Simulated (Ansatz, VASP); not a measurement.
## Two plane-wave programs on Sr3CO

```xyz
5
Lattice="5.1600 0.0000 0.0000 0.0000 5.1600 0.0000 0.0000 0.0000 5.1600" Properties=species:S:1:pos:R:3 pbc="T T T"
C     0.0000    0.0000    0.0000
O     2.5800    2.5800    2.5800
Sr    2.5800    2.5800    0.0000
Sr    2.5800    0.0000    2.5800
Sr    0.0000    2.5800    2.5800
```

The cell comes from a database or a generator and needn't be the stable form of this composition.

Alike in both runs: task single point; functional PBEsol; k mesh 4 × 4 × 4; occupations gaussian, width 0.05 eV; no spin polarisation.

|  | VASP | Ansatz |
| --- | --- | --- |
| version | VASP 6.6.1 | Ansatz 0.2.0 |
| potentials or method | VASP PAW PBE potentials, release 64 (C, O, Sr_sv) | scalar-relativistic, plane waves, PAW |
| plane-wave cutoff (eV) | 520 | 420 |
| valence electrons in the cell | 40 | 40 |

Ansatz gave:

```
gap on the k mesh at the Fermi level (eV) : none
pressure (GPa)                            : -6.8
```

**Question.** What did VASP give for the same quantities?

**Answer.** gap on the k mesh at the Fermi level (eV): none; pressure (GPa): -6.6.

A gap of «none» marks a metal or a gap that the smearing closes. The functional is the same, so the differences come from potentials, cutoffs and numerics.

Caveats: the PAW data sets were made with another functional, which shifts forces and pressure a little (VASP).
